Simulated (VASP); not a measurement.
Given:

```yaml
crystal:
  lattice:
    - [5.93447, 0.00000, 0.00000]
    - [-2.96723, 5.13940, 0.00000]
    - [0.00000, 0.00000, 6.96520]
  atoms:
    - { symbol: Cs, position: [0.66667, 0.33333, 0.06216] }
    - { symbol: Cs, position: [0.33333, 0.66667, 0.56216] }
    - { symbol: Cl, position: [0.68352, 0.33333, 0.56304] }
    - { symbol: Cl, position: [0.33333, 0.66667, 0.06304] }
```

The numbers are results of r2SCAN meta-GGA, VASP's PBE PAW potentials (set 64) (plane waves; VASP 6.6.1), not measurements. Numerical set-up: 480 eV cut-off, 4×4×4 Γ-centred mesh, Gaussian smearing of 0.050 eV, potentials Cs_sv Cl.

What does the run give for the energy per atom (σ→0), largest force?

| Quantity | Result |
|---|---|
| energy per atom (σ→0) | -17.699 eV/atom |
| largest force | 0.00249 Ha/bohr |

The structure was generated: CsCl was put into the wurtzite type (P6_3mc), which need not be its known phase. This cell was strained or had an atom moved on purpose.
